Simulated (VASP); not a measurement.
```
CsPbCl3
1.0
    5.85276     0.00000     0.00000
    0.00000     5.85276     0.00000
    0.00000     0.00000     5.85276
Cs Pb Cl
1 1 3
Direct
  0.00000   0.00000   0.00000
  0.50000   0.50000   0.50000
  0.50000   0.00000   0.50000
  0.00000   0.50000   0.50000
  0.50000   0.50000   0.00000
```

All values below come from RPBE GGA, VASP's PBE PAW potentials (set 64) (plane waves; VASP). Run with 520 eV cut-off, Gaussian smearing of 0.050 eV, potentials Cs_sv Pb_d Cl.

Unless said otherwise, spin-orbit coupling is left out, though it shifts the bands of the heavy elements here.

Give the energies of bands 13 to 25 at the high-symmetry points, in eV from the valence-band maximum.

```json
[
 {"band": "13", "Γ": "-6.32", "X": "-6.95", "M": "-7.48", "R": "-7.67"},
 {"band": "14", "Γ": "-3.46", "X": "-3.39", "M": "-3.28", "R": "-2.19"},
 {"band": "15", "Γ": "-3.46", "X": "-3.39", "M": "-2.32", "R": "-2.19"},
 {"band": "16", "Γ": "-3.46", "X": "-2.14", "M": "-1.94", "R": "-2.19"},
 {"band": "17", "Γ": "-1.71", "X": "-1.79", "M": "-1.90", "R": "-1.94"},
 {"band": "18", "Γ": "-1.71", "X": "-1.79", "M": "-1.90", "R": "-1.94"},
 {"band": "19", "Γ": "-1.71", "X": "-1.78", "M": "-1.84", "R": "-1.38"},
 {"band": "20", "Γ": "-1.65", "X": "-1.71", "M": "-1.84", "R": "-1.38"},
 {"band": "21", "Γ": "-1.65", "X": "-1.71", "M": "-1.39", "R": "-1.38"},
 {"band": "22", "Γ": "-1.65", "X": "-1.22", "M": "-0.59", "R": "0.00"},
 {"band": "23", "Γ": "4.21", "X": "3.31", "M": "2.96", "R": "2.54"},
 {"band": "24", "Γ": "5.29", "X": "5.43", "M": "2.96", "R": "2.54"},
 {"band": "25", "Γ": "5.29", "X": "5.50", "M": "5.18", "R": "2.54"}
]
```

The gap is direct, 2.54 eV, from the valence maximum at R to the conduction minimum at R.

The compound is CsPbCl3 in the cubic perovskite structure, the ideal cubic form; the compound distorts at low or room temperature. It was relaxed first, which changed the volume by +14 %.
